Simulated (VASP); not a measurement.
Method: r2SCAN meta-GGA, VASP's PBE PAW potentials (set 64) (plane waves; VASP 6.6.1).

VASP input:

### INCAR
```
# general
SYSTEM  = TiAl
PREC    = Accurate
ENCUT   = 400
LREAL   = F
LASPH   = T

# electronic loop
EDIFF   = 1E-6
NELM    = 100
ALGO    = Normal
LMAXMIX = 4
LMIXTAU = T

# smearing
ISMEAR  = 1
SIGMA   = 0.1

# functional
METAGGA = R2SCAN

# ions
IBRION  = 2
NSW     = 60
ISIF    = 3
EDIFFG  = -0.02

# output
LWAVE   = F
LCHARG  = F
```

**KPOINTS**
```
Automatic mesh
0
Gamma
7 7 6
0 0 0
```

POSCAR:
```
TiAl
1
    4.5560851560    -0.0000000000     0.0000000000
   -2.2780425780     3.9456857155    -0.0000000000
    0.0000000000    -0.0000000000     5.1246795567
Ti Al
2 2
Direct
  0.3333330000   0.6666670000   0.9371610239
  0.6666670000   0.3333330000   0.4371610239
  0.3333330000   0.6666670000   0.4378389761
  0.6666670000   0.3333330000   0.9378389761
```

POTCAR, in this order: Ti_sv Al (PBE.64 set). Program: vasp_std.

The run wrote:

**OSZICAR**
```
       N       E                     dE             d eps       ncg     rms          rms(c)
DAV:   1     0.258034547759E+03    0.25803E+03   -0.13932E+04  1232   0.140E+03
DAV:   2    -0.867223087327E+01   -0.26671E+03   -0.26235E+03  1222   0.439E+02
DAV:   3    -0.428253461465E+02   -0.34153E+02   -0.33378E+02  2355   0.128E+02
DAV:   4    -0.460895031511E+02   -0.32642E+01   -0.32462E+01  1581   0.374E+01
DAV:   5    -0.463725316379E+02   -0.28303E+00   -0.28277E+00  1934   0.858E+00    0.142E+01
DAV:   6    -0.380121010955E+02    0.83604E+01   -0.42695E+01  1578   0.665E+01    0.486E+00
DAV:   7    -0.360885528905E+02    0.19235E+01   -0.50611E+00  1568   0.202E+01    0.253E+00
DAV:   8    -0.357130151839E+02    0.37554E+00   -0.21111E+00  1856   0.766E+00    0.208E+00
DAV:   9    -0.357521651714E+02   -0.39150E-01   -0.28191E-01  1651   0.371E+00    0.123E+00
DAV:  10    -0.359904549624E+02   -0.23829E+00   -0.51787E-01  1323   0.587E+00    0.325E-01
DAV:  11    -0.360230548650E+02   -0.32600E-01   -0.14974E-01  1291   0.328E+00    0.163E-01
DAV:  12    -0.360550758223E+02   -0.32021E-01   -0.23807E-02  1436   0.133E+00    0.518E-02
DAV:  13    -0.360546810492E+02    0.39477E-03   -0.26419E-03  1513   0.460E-01    0.321E-02
DAV:  14    -0.360553954896E+02   -0.71444E-03   -0.13873E-03  1403   0.407E-01    0.250E-02
DAV:  15    -0.360554786989E+02   -0.83209E-04   -0.42847E-04  1388   0.240E-01    0.526E-03
DAV:  16    -0.360554916654E+02   -0.12966E-04   -0.66271E-05  1635   0.862E-02    0.627E-03
DAV:  17    -0.360554893642E+02    0.23012E-05   -0.34895E-05  1375   0.714E-02    0.283E-03
DAV:  18    -0.360554938319E+02   -0.44676E-05   -0.42200E-06  1239   0.242E-02    0.152E-03
DAV:  19    -0.360554943927E+02   -0.56078E-06   -0.50416E-07   842   0.723E-03
   1 F= -.36055494E+02 E0= -.36057132E+02  d E =-.360555E+02
       N       E                     dE             d eps       ncg     rms          rms(c)
DAV:   1    -0.364640792496E+02   -0.40859E+00   -0.87631E+00  1643   0.389E+01    0.508E+00
DAV:   2    -0.361473315262E+02    0.31675E+00   -0.52593E+00  1531   0.199E+01    0.174E+00
DAV:   3    -0.360658019458E+02    0.81530E-01   -0.59785E-01  1539   0.561E+00    0.589E-01
DAV:   4    -0.360638125368E+02    0.19894E-02   -0.48233E-02  2027   0.141E+00    0.207E-01
DAV:   5    -0.360659133886E+02   -0.21009E-02   -0.14968E-02  1707   0.956E-01    0.222E-01
DAV:   6    -0.360682176326E+02   -0.23042E-02   -0.33539E-03  1818   0.495E-01    0.148E-01
DAV:   7    -0.360682865446E+02   -0.68912E-04   -0.40174E-03  1718   0.484E-01    0.478E-02
DAV:   8    -0.360684059054E+02   -0.11936E-03   -0.74603E-04  1543   0.270E-01    0.190E-02
DAV:   9    -0.360684567697E+02   -0.50864E-04   -0.67820E-05  1416   0.851E-02    0.139E-02
DAV:  10    -0.360684563154E+02    0.45423E-06   -0.67998E-06  1438   0.198E-02
   2 F= -.36068456E+02 E0= -.36070134E+02  d E =-.129619E-01
       N       E                     dE             d eps       ncg     rms          rms(c)
DAV:   1    -0.360780594689E+02   -0.96027E-02   -0.20495E-01  1662   0.592E+00    0.760E-01
DAV:   2    -0.360700541911E+02    0.80053E-02   -0.99243E-02  1501   0.282E+00    0.244E-01
DAV:   3    -0.360688209597E+02    0.12332E-02   -0.10789E-02  1788   0.759E-01    0.909E-02
DAV:   4    -0.360687619590E+02    0.59001E-04   -0.89499E-04  2057   0.219E-01    0.344E-02
DAV:   5    -0.360688313386E+02   -0.69380E-04   -0.24460E-04  1771   0.970E-02    0.235E-02
DAV:   6    -0.360688664480E+02   -0.35109E-04   -0.34731E-05  1698   0.535E-02    0.152E-02
DAV:   7    -0.360688708923E+02   -0.44443E-05   -0.45324E-05  1812   0.503E-02    0.484E-03
DAV:   8    -0.360688768094E+02   -0.59172E-05   -0.20450E-05  1546   0.448E-02    0.258E-03
DAV:   9    -0.360688769298E+02   -0.12035E-06   -0.14724E-06   862   0.125E-02
   3 F= -.36068877E+02 E0= -.36070542E+02  d E =-.133825E-01
       N       E                     dE             d eps       ncg     rms          rms(c)
DAV:   1    -0.360689810117E+02   -0.10420E-03   -0.24054E-03  1728   0.643E-01    0.829E-02
DAV:   2    -0.360688969651E+02    0.84047E-04   -0.12186E-03  1559   0.312E-01    0.269E-02
DAV:   3    -0.360688738581E+02    0.23107E-04   -0.13524E-04  1827   0.849E-02    0.977E-03
DAV:   4    -0.360688727503E+02    0.11078E-05   -0.10647E-05  2006   0.237E-02    0.374E-03
DAV:   5    -0.360688728515E+02   -0.10124E-06   -0.22915E-06  1098   0.110E-02
   4 F= -.36068873E+02 E0= -.36070538E+02  d E =-.133785E-01
       N       E                     dE             d eps       ncg     rms          rms(c)
DAV:   1    -0.360702347315E+02   -0.13620E-02   -0.40430E-02  1363   0.284E+00    0.293E-01
DAV:   2    -0.360690567550E+02    0.11780E-02   -0.11869E-02  1502   0.106E+00    0.954E-02
DAV:   3    -0.360689086761E+02    0.14808E-03   -0.97568E-04  1758   0.227E-01    0.427E-02
DAV:   4    -0.360688957096E+02    0.12967E-04   -0.20754E-04  2081   0.112E-01    0.195E-02
DAV:   5    -0.360689028593E+02   -0.71497E-05   -0.21590E-05  1372   0.394E-02    0.945E-03
DAV:   6    -0.360689086816E+02   -0.58223E-05   -0.27021E-05  2091   0.424E-02    0.260E-03
DAV:   7    -0.360689062871E+02    0.23944E-05   -0.10183E-05  1334   0.319E-02    0.317E-03
DAV:   8    -0.360689059894E+02    0.29771E-06   -0.99569E-07   824   0.109E-02
   5 F= -.36068906E+02 E0= -.36070560E+02  d E =-.331379E-04
       N       E                     dE             d eps       ncg     rms          rms(c)
DAV:   1    -0.360691448123E+02   -0.23853E-03   -0.62628E-03  1384   0.112E+00    0.115E-01
DAV:   2    -0.360689453422E+02    0.19947E-03   -0.18215E-03  1523   0.416E-01    0.377E-02
DAV:   3    -0.360689325080E+02    0.12834E-04   -0.14756E-04  1785   0.881E-02    0.168E-02
DAV:   4    -0.360689310086E+02    0.14995E-05   -0.31642E-05  2087   0.434E-02    0.762E-03
DAV:   5    -0.360689334192E+02   -0.24106E-05   -0.36780E-06  1068   0.164E-02    0.344E-03
DAV:   6    -0.360689351416E+02   -0.17224E-05   -0.35524E-06  1110   0.174E-02    0.870E-04
DAV:   7    -0.360689355071E+02   -0.36551E-06   -0.24861E-06  1044   0.142E-02
   6 F= -.36068936E+02 E0= -.36070595E+02  d E =-.626555E-04
```

**OUTCAR**
```
------------------------ aborting loop because EDIFF is reached ----------------------------------------
  FORCE on cell =-STRESS in cart. coord.  units (eV):
  Direction    XX          YY          ZZ          XY          YZ          ZX
  --------------------------------------------------------------------------------------
  Total       -0.0324966     -0.0324966     -0.0116151      0.0000000      0.0000000      0.0000000
  in kB       -0.5513147     -0.5513148     -0.1970546      0.0000000      0.0000000      0.0000000
  external PRESSURE =      -0.4332280 kB  Pullay stress =       0.0000000 kB
  volume of cell :       94.44
      direct lattice vectors                 reciprocal lattice vectors
     4.610482430  0.000000000  0.000000000     0.216897042  0.125225558  0.000000000
    -2.305241215  3.992795145  0.000000000    -0.000000000  0.250451116  0.000000000
     0.000000000 -0.000000000  5.130089137     0.000000000 -0.000000000  0.194928387
 POSITION                                       TOTAL-FORCE (eV/Angst)
 -----------------------------------------------------------------------------------
     -0.00000      2.66186      4.80937         0.000000     -0.000000      0.001751
      2.30524      1.33093      2.24433        -0.000000     -0.000000      0.001751
     -0.00000      2.66186      2.24450         0.000000      0.000000     -0.001751
      2.30524      1.33093      4.80955         0.000000     -0.000000     -0.001751
 -----------------------------------------------------------------------------------
    total drift:                               -0.003574      0.002064     -0.000038
  FREE ENERGIE OF THE ION-ELECTRON SYSTEM (eV)
  ---------------------------------------------------
  free  energy   TOTEN  =       -36.0689355071 eV

  energy  without entropy=      -36.0739133517  energy(sigma->0) =      -36.07059479

 reached required accuracy - stopping structural energy minimisation
```
(Selected blocks of OUTCAR.)

**CONTCAR**
```
TiAl
   1.00000000000000
     4.6104824295993003    0.0000000000000000    0.0000000000000000
    -2.3052412147996502    3.9927951445199996    0.0000000000000000
     0.0000000000000000   -0.0000000000000000    5.1300891368661183
  Ti              Al
     2     2
Direct
     0.3333330000000032    0.6666669999999968    0.9374831363380324
     0.6666669999999968    0.3333330000000032    0.4374831363380322
     0.3333330000000032    0.6666669999999968    0.4375168636619678
     0.6666669999999968    0.3333330000000032    0.9375168636619676
```

Energy and stress use the plane-wave basis of the starting cell.

The structure was generated: TiAl was put into the wurtzite type (P6_3mc), which need not be its known phase. This run relaxes it. It ends in space group P6_3/mmc. Symmetry was kept, so distortions that lower it aren't found. The start is the result of an earlier pass.
